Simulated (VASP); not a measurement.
VASP ran on this input.

### INCAR
```
! general
SYSTEM =CdF2
PREC   =Accurate
ENCUT  =520
LREAL  =.FALSE.
LASPH  =.TRUE.

! electronic loop
EDIFF  =1E-6
NELM   =100
ALGO   =Normal
LMAXMIX=4

! smearing
ISMEAR =0
SIGMA  =0.05

! functional
GGA    =PS

! ions
IBRION =2
NSW    =60
ISIF   =3
EDIFFG =-0.02

! output
LWAVE  =.FALSE.
LCHARG =.FALSE.
```

### KPOINTS
```
Automatic mesh
0
Gamma
7 7 7
0 0 0
```

File POSCAR:
```
CdF2
1.0
  0.0000000000   2.6950000000   2.6950000000
  2.6950000000   0.0000000000   2.6950000000
  2.6950000000   2.6950000000   0.0000000000
Cd F
1 2
Direct
  0.0000000000   0.0000000000   0.0000000000
  0.2500000000   0.2500000000   0.2500000000
  0.7500000000   0.7500000000   0.7500000000
```

POTCAR, in this order: Cd F (PBE.64 set). Program: vasp_std.

### Question
Translate this PBEsol calculation to Quantum ESPRESSO's pw.x.

### Answer
One equivalent input (not run):
```
&CONTROL
  calculation = 'vc-relax'
  pseudo_dir = './pseudo'
  outdir = './out'
  tprnfor = .true.
  tstress = .true.
  nstep = 60
  forc_conv_thr = 0.00078
/
&SYSTEM
  ibrav = 0
  nat = 3
  ntyp = 2
  ecutwfc = 102
  occupations = 'smearing'
  smearing = 'gaussian'
  degauss = 0.003675
  input_dft = 'pbesol'
/
&ELECTRONS
  conv_thr = 7.3e-08
  electron_maxstep = 100
/
&IONS
/
&CELL
/
ATOMIC_SPECIES
  Cd 112.414 Cd.upf
  F 18.998 F.upf
CELL_PARAMETERS angstrom
     0.0000000    2.6950000    2.6950000
     2.6950000    0.0000000    2.6950000
     2.6950000    2.6950000    0.0000000
ATOMIC_POSITIONS crystal
  Cd   0.0000000  0.0000000  0.0000000
  F    0.2500000  0.2500000  0.2500000
  F    0.7500000  0.7500000  0.7500000
K_POINTS automatic
  7 7 7 0 0 0
```
The two are equivalent in intent, not identical: the potentials are each code's own (VASP's PAW set, PseudoDojo norm-conserving files in pw.x), so ENCUT and ecutwfc are chosen apart and not converted; conv_thr bounds pw.x's estimated SCF error, while EDIFF bounds the energy change between steps; forc_conv_thr acts on force components and is met together with etot_conv_thr.

The compound is CdF2 in the fluorite structure. This run relaxes it. Symmetry was kept, so distortions that lower it aren't found. The start is the result of an earlier pass.
